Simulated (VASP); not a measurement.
Sr2BN:

```
Sr B N
1.0
     3.88221    0.00000    0.00000
    -1.94110    3.36209    0.00000
     0.00000    0.00000    6.71236
Sr B N
2 1 1
Direct
  0.33333 0.66667 0.79425
  0.66667 0.33333 0.20575
  0.00000 0.00000 0.50000
  0.00000 0.00000 0.00000
```

The cell was built by a generator and needn't be a form met in nature.

* Program: VASP 6.6.1
* Task: single point
* Functional: PBE
* Potentials or basis: VASP PAW PBE potentials, release 64 (Sr_sv, B, N)
* Cutoff: 520 eV
* k mesh: 8 × 8 × 4
* Occupations: fermi-dirac, width 0.05 eV
* Spin: no spin polarisation

On this cell: pressure 0.2 GPa; largest force 0.034 eV/Å; band gap on the k mesh none (metal or under the smearing width).

The same run follows on a disturbed copy (atoms moved at random, drawn with an rms of 0.05 Å):

```
Sr B N
1.0
     3.88221    0.00000    0.00000
    -1.94110    3.36209    0.00000
     0.00000    0.00000    6.71236
Sr B N
2 1 1
Cartesian
  -0.0104 2.2732 5.3554
  1.9272 1.1327 1.3179
  0.0324 -0.0284 3.3109
  0.0001 0.0073 0.0261
```

Task: What does the disturbed cell give?

Result: The energy (extrapolated to zero smearing) moves by +8.4 meV/atom; pressure 0.8 GPa; largest force 0.593 eV/Å; band gap on the k mesh none (metal or under the smearing width).

Forces in eV/Å, atoms in the order of the input:
```
Sr   0.054 -0.102 -0.421
Sr   0.073 -0.029  0.587
B   -0.078  0.083  0.058
N   -0.050  0.048 -0.224
```

Stress tensor (GPa, compression positive):
```
0.53 0.04 0.03
0.04 0.49 0.09
0.03 0.09 1.31
```
